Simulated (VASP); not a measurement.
Data:

Space group Pm-3m (No. 221); a = b = c = 2.8567 Å, α = β = γ = 90.00°

| atom | site | symmetry | x | y | z |
|---|---|---|---|---|---|
| Al | 1b | m-3m | 0.5000 | 0.5000 | 0.5000 |
| Ni | 1a | m-3m | 0.0000 | 0.0000 | 0.0000 |

The numbers are results of MS2 meta-GGA, VASP's PBE PAW potentials (set 64) (plane waves; VASP 6.6.1), not measurements. Run with 520 eV cut-off, 13×13×13 Γ-centred mesh, first-order Methfessel-Paxton smearing of 0.10 eV, potentials Al Ni.

### Question
Give the energy at these volumes per atom, relative to the lowest: 11.01, 11.36, 11.71, 12.06, 12.42 Å³.

### Answer
21.1, 4.0, 0.0, 7.2, 24.0 meV/atom. A third-order Birch-Murnaghan fit gives B0 = 173 GPa and B0′ = 4.1.

Measured: bulk modulus 156 GPa (computed value off by +11.1 %), as given by Yamada et al., (2019), arXiv:1910.09660; a 2.882 Å at 0 K (computed value off by -0.9 %), as given by H. Levämäki et al., Physical Review B (2014), arXiv:1402.3671 [extrapolated to 0 K, zero-point anharmonic expansion removed (Haas, Tran, Blaha 2009)]. The calculation is for a static lattice, while the measured bulk modulus holds thermal and zero-point effects, which are part of the difference.

The compound is NiAl in the CsCl type structure. It was relaxed first. The run is not spin-polarised, so no magnetic state was tried.
